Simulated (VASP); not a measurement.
Computed with PBE GGA, VASP's PBE PAW potentials (set 64) (plane waves; VASP 6.6.1).

VASP ran on this input.

KPOINTS:
```
Regular mesh
0
Gamma
  12 12 12
0 0 0
```

POSCAR:
```
BN
1.0
  0.0000000000   1.8127176363   1.8127176363
  1.8127176363   0.0000000000   1.8127176363
  1.8127176363   1.8127176363   0.0000000000
B N
1 1
Cart
  0.0000000000   0.0000000000   0.0000000000
  0.9063588181   0.9063588181   0.9063588181
```

**INCAR**
```
SYSTEM = BN
PREC = Accurate
ENCUT = 620
EDIFF = 1E-6
NELM = 100
ALGO = Normal
LREAL = .FALSE.
LASPH = .TRUE.
ISMEAR = 0
SIGMA = 0.05
GGA = PE
LWAVE = .FALSE.
LCHARG = .FALSE.
IBRION = 2
ISIF = 3
NSW = 40
EDIFFG = -0.02
```

POTCAR, in this order: B N (PBE.64 set). Program: vasp_std.

What VASP printed:

OUTCAR:
```
 ion  position               nearest neighbor table
   1  0.000  0.000  0.000-   2 1.57   2 1.57   2 1.57   2 1.57
   2  0.250  0.250  0.250-   1 1.57   1 1.57   1 1.57   1 1.57
  LATTYP: Found a face centered cubic cell.
 ALAT       =     3.6254352726
 Subroutine PRICEL returns:
 Original cell was already a primitive cell.
 Subroutine GETGRP returns: Found 24 space group operations
The static configuration has the point symmetry T_d .
The dynamic configuration has the point symmetry T_d .
 Subroutine INISYM returns: Found 24 space group operations
 Subroutine IBZKPT returns following result:
 Found     72 irreducible k-points:

 Following reciprocal coordinates:
            Coordinates               Weight
  0.000000  0.000000  0.000000      1.000000
  0.083333  0.000000  0.000000      8.000000
  0.166667  0.000000  0.000000      8.000000
  0.250000  0.000000  0.000000      8.000000
  0.333333  0.000000  0.000000      8.000000
  0.416667  0.000000  0.000000      8.000000
  0.500000  0.000000  0.000000      4.000000
  0.083333  0.083333  0.000000      6.000000
  0.166667  0.083333  0.000000     24.000000
  0.250000  0.083333  0.000000     24.000000
  0.333333  0.083333  0.000000     24.000000
  0.416667  0.083333  0.000000     24.000000
  0.500000  0.083333  0.000000     24.000000
 -0.416667  0.083333  0.000000     24.000000
 -0.333333  0.083333  0.000000     24.000000
 -0.250000  0.083333  0.000000     24.000000
 -0.166667  0.083333  0.000000     24.000000
 -0.083333  0.083333  0.000000     12.000000
  0.166667  0.166667  0.000000      6.000000
  0.250000  0.166667  0.000000     24.000000
  0.333333  0.166667  0.000000     24.000000
  0.416667  0.166667  0.000000     24.000000
  0.500000  0.166667  0.000000     24.000000
 -0.416667  0.166667  0.000000     24.000000
...
```

File OSZICAR:
```
       N       E                     dE             d eps       ncg     rms          rms(c)
DAV:   1     0.127581029211E+02    0.12758E+02   -0.56447E+03  1192   0.114E+03
DAV:   2    -0.181807380764E+02   -0.30939E+02   -0.30067E+02  1632   0.208E+02
DAV:   3    -0.184082724589E+02   -0.22753E+00   -0.22753E+00  1328   0.201E+01
DAV:   4    -0.184084804153E+02   -0.20796E-03   -0.20796E-03  1648   0.573E-01
DAV:   5    -0.184084804612E+02   -0.45851E-07   -0.45847E-07  1280   0.641E-03    0.663E+00
DAV:   6    -0.175402509238E+02    0.86823E+00   -0.34566E+00  1576   0.145E+01    0.323E+00
DAV:   7    -0.174697076807E+02    0.70543E-01   -0.88376E-02  1520   0.301E+00    0.188E+00
DAV:   8    -0.174553473111E+02    0.14360E-01   -0.41565E-02  1360   0.188E+00    0.187E-01
DAV:   9    -0.174555603666E+02   -0.21306E-03   -0.56602E-04  1224   0.264E-01    0.749E-02
DAV:  10    -0.174556372165E+02   -0.76850E-04   -0.13965E-04  1656   0.127E-01    0.156E-02
DAV:  11    -0.174556419877E+02   -0.47712E-05   -0.73926E-06  1336   0.278E-02    0.653E-03
DAV:  12    -0.174556420072E+02   -0.19514E-07   -0.12547E-06   640   0.102E-02
   1 F= -.17455642E+02 E0= -.17455642E+02  d E =-.174556E+02
```

OUTCAR:
```
------------------------ aborting loop because EDIFF is reached ----------------------------------------
  FORCE on cell =-STRESS in cart. coord.  units (eV):
  Direction    XX          YY          ZZ          XY          YZ          ZX
  --------------------------------------------------------------------------------------
  Total       -0.0223394     -0.0223394     -0.0223394     -0.0000000      0.0000000      0.0000000
  in kB       -3.0044229     -3.0044229     -3.0044229     -0.0000000      0.0000000      0.0000000
  external PRESSURE =      -3.0044229 kB  Pullay stress =       0.0000000 kB
  volume of cell :       11.91
      direct lattice vectors                 reciprocal lattice vectors
     0.000000000  1.812717636  1.812717636    -0.275828949  0.275828949  0.275828949
     1.812717636  0.000000000  1.812717636     0.275828949 -0.275828949  0.275828949
     1.812717636  1.812717636  0.000000000     0.275828949  0.275828949 -0.275828949
  FREE ENERGIE OF THE ION-ELECTRON SYSTEM (eV)
  ---------------------------------------------------
  free  energy   TOTEN  =       -17.4556420072 eV

  energy  without entropy=      -17.4556420072  energy(sigma->0) =      -17.45564201

 reached required accuracy - stopping structural energy minimisation
```
(Selected blocks of OUTCAR.)

The compound is BN in the zinc blende structure. It was relaxed first.
